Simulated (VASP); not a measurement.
Wanted: the native input for a VASP 6.6.1 run.

| Quantity | Value |
| --- | --- |
| Task | single point |
| Functional | PBE |
| Potentials or basis | VASP PAW PBE potentials, release 64 (K_sv, O, S) |
| Cutoff | 520 eV |
| k mesh | 2 × 2 × 2 |
| Occupations | fermi-dirac, width 0.01 eV |
| Spin | no spin polarisation |
| Dipole correction | no |
| Further INCAR settings | LREAL = Auto; ALGO = Fast; EDIFF = 1e-06; NBANDS = 114 |

The structure of K16S7O (a cell with a defect) lies in POSCAR:

```
K16S7O
1.0
    0.0000000000      7.3910000000      7.3910000000
    7.3910000000      0.0000000000      7.3910000000
    7.3910000000      7.3910000000      0.0000000000
K O S
16 1 7
Direct
    0.1184797233      0.1184797233      0.1184797233
    0.1184797233      0.1184797233      0.6445608301
    0.1184797233      0.6445608301      0.1184797233
    0.1213518786      0.6262160405      0.6262160405
    0.6445608301      0.1184797233      0.1184797233
    0.6262160405      0.1213518786      0.6262160405
    0.6262160405      0.6262160405      0.1213518786
    0.6262160405      0.6262160405      0.6262160405
    0.3737839595      0.3737839595      0.3737839595
    0.3737839595      0.3737839595      0.8786481214
    0.3737839595      0.8786481214      0.3737839595
    0.3554391699      0.8815202767      0.8815202767
    0.8786481214      0.3737839595      0.3737839595
    0.8815202767      0.3554391699      0.8815202767
    0.8815202767      0.8815202767      0.3554391699
    0.8815202767      0.8815202767      0.8815202767
    0.0000000000      0.0000000000      0.0000000000
    0.0000000000      0.0000000000      0.5000000000
    0.0000000000      0.5000000000      0.0000000000
    0.0000000000      0.5000000000      0.5000000000
    0.5000000000      0.0000000000      0.0000000000
    0.5000000000      0.0000000000      0.5000000000
    0.5000000000      0.5000000000      0.0000000000
    0.5000000000      0.5000000000      0.5000000000
```

The input as run:

INCAR

```
PREC = Accurate
ENCUT = 520
EDIFF = 1E-6
ISMEAR = -1
SIGMA = 0.01
LREAL = Auto
LASPH = T
NELM = 100
ALGO = Fast
ISIF = 2
LWAVE = F
LCHARG = F
GGA = PE
NBANDS = 114
```

KPOINTS

```
regular mesh
0
Gamma
  2 2 2
```

Potentials or basis: VASP PAW PBE potentials, release 64 (K_sv, O, S).

Run with:

```bash
$ cat potpaw_PBE.64/K_sv/POTCAR potpaw_PBE.64/O/POTCAR potpaw_PBE.64/S/POTCAR > POTCAR
$ mpirun -np 1 vasp_std > vasp.out
```

It gave:

```
Pressure               : -0.3 GPa
Largest force          : 0.019 eV/Å
Band gap on the k mesh : 1.74 eV, direct
```

It took 23 min on 1 thread of Intel(R) Xeon(R) Platinum 8488C (Sapphire Rapids) (shared host), peak memory 1 GiB.
